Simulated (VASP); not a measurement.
F2CH2: single point with PBE

Molecule: F2CH2, in a box.

```xyz
5
Lattice="12.0000 0.0000 0.0000 0.0000 11.0000 0.0000 0.0000 0.0000 11.0000" Properties=species:S:1:pos:R:3 pbc="T T T"
F     4.9311    5.7466    6.2312
F     7.0949    5.3762    6.2462
C     6.0145    5.5384    5.4507
H     5.8617    4.6225    4.8735
H     6.1697    6.4195    4.8219
```

```
Program             : VASP 6.6.1
Task                : single point
Functional          : PBE
Potentials or basis : VASP PAW PBE potentials, release 64 (F, C, H)
Cutoff              : 520 eV
k mesh              : 1 × 1 × 1
Occupations         : gaussian, width 0.01 eV
Spin                : no spin polarisation
```

```
Largest force                   : 1.181 eV/Å
Gap between the frontier levels : 7.56 eV
```

Forces in eV/Å, atoms in the order of the input:
```
F   -0.970  0.184  0.647
F    0.968 -0.146  0.661
C    0.003 -0.025 -0.977
H   -0.039 -0.232 -0.160
H    0.039  0.219 -0.171
```

Levels at points of the mesh, in eV from the valence-band top:
| k point | band 8 | band 9 | band 10 | band 11 | band 12 | band 13 |
| --- | --- | --- | --- | --- | --- | --- |
| (0.00, 0.00, 0.00) | -1.84 | -1.47 | 0.00 | 7.56 | 8.35 | 8.49 |

It took 55 s on 1 thread of AMD EPYC 9R45 96-Core Processor (Zen 5) (shared host), peak memory 1 GiB.

PBE gaps usually lie below the measured ones, often by a third to a half.
